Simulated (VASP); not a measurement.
Here is a VASP 6.6.1 calculation.

INCAR

```
SYSTEM = Nb2SnSe
ALGO = Normal
EDIFF = 1E-6
EDIFFG = -0.01
ENCUT = 520
GGA = PE
IBRION = 2
ISIF = 3
ISMEAR = 0
KPAR = 4
LASPH = .TRUE.
LCHARG = .FALSE.
LREAL = .FALSE.
LWAVE = .FALSE.
NELM = 120
NSW = 90
PREC = Accurate
SIGMA = 0.1
```

Contents of KPOINTS:

```
k-points
0
G
  12 12 4
  0 0 0
```

POSCAR

```
Nb2SnSe
1.0
    3.2646269100      0.0000000000      0.0000000000
   -1.6323134500      2.8272498400      0.0000000000
    0.0000000000      0.0000000000      8.2650000000
Nb Sn Se
2 1 1
Direct
    0.6666666700      0.3333333300      0.7201451900
    0.6666666700      0.3333333300      0.2798548100
    0.0000000000      0.0000000000      0.0000000000
    0.3333333300      0.6666666700      0.5000000000
```

Potentials or basis: VASP PAW PBE potentials, release 64 (Nb_sv, Sn_d, Se).

Launch:

```sh
$ cat potpaw_PBE.64/Nb_sv/POTCAR potpaw_PBE.64/Sn_d/POTCAR potpaw_PBE.64/Se/POTCAR > POTCAR
$ mpirun -np 4 vasp_std > vasp.out
```

Problem. Predict the relaxed cell.

Solution. a = 3.383 Å, b = 3.383 Å, c = 7.780 Å, α = 90.00°, β = 90.00°, γ = 120.00°.

Problem. What does it give for the band gap on the k mesh?

Solution. None (metal or under the smearing width).

Problem. Predict the relaxed volume.

Solution. 19.28 Å³/atom.

Problem. Estimate the space group after relaxing (to 0.05 Å).

Solution. P-6m2 (No. 187).

Final structure:
```cif
data_structure
_symmetry_space_group_name_H-M 'P 1'
_symmetry_Int_Tables_number 1
_cell_length_a 3.3832
_cell_length_b 3.3832
_cell_length_c 7.7798
_cell_angle_alpha 90.000
_cell_angle_beta 90.000
_cell_angle_gamma 120.000
_cell_volume 77.12
loop_
_atom_site_label
_atom_site_type_symbol
_atom_site_fract_x
_atom_site_fract_y
_atom_site_fract_z
_atom_site_occupancy
Nb1 Nb 0.66667 0.33333 0.72507 1
Nb2 Nb 0.66667 0.33333 0.27493 1
Sn1 Sn 0.00000 0.00000 0.00000 1
Se1 Se 0.33333 0.66667 0.50000 1
```
